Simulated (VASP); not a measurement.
Method: revTPSS meta-GGA, VASP's PBE PAW potentials (set 64) (plane waves; VASP).

VASP ran on this input.

### INCAR
```
# general
SYSTEM =Os
PREC   =Accurate
ENCUT  =520
LREAL  =.FALSE.
LASPH  =.TRUE.

# electronic loop
EDIFF  =1E-7
NELM   =100
ALGO   =Normal
LMAXMIX=6
LMIXTAU=.TRUE.

# smearing
ISMEAR =1
SIGMA  =0.1

# functional
METAGGA=RTPSS

# ions
IBRION =2
NSW    =30
ISIF   =4
EDIFFG =-0.01

# output
LWAVE  =.FALSE.
LCHARG =.FALSE.
```

File POSCAR:
```
Os
1.0
  1.3354890596  -2.3131345603   0.0000000000
  1.3354890596   2.3131345603   0.0000000000
  0.0000000000   0.0000000000   4.2163386916
Os
2
Cart
  1.3354890596   0.7710463955   1.0540846729
  1.3354890596  -0.7710463955   3.1622540187
```

**KPOINTS**
```
kpoints
0
Gamma
  15 15 9
```

POTCAR, in this order: Os (PBE.64 set). Program: vasp_std.

Q: What will the output report for the number of irreducible k-points (NKPTS), largest plane-wave count, number of space-group operations, FFT grid (NGX, NGY, NGZ)?

A: 
```json
{
  "number of irreducible k-points (NKPTS)": "135",
  "largest_plane_wave_count": "720",
  "number_of_space_group_operations": "24",
  "FFT grid (NGX, NGY, NGZ)": "20 × 20 × 32"
}
```

The compound is Os in the hcp structure. This cell is one point of a volume scan, at 0.94 of the reference volume. Symmetry was kept, so distortions that lower it aren't found.
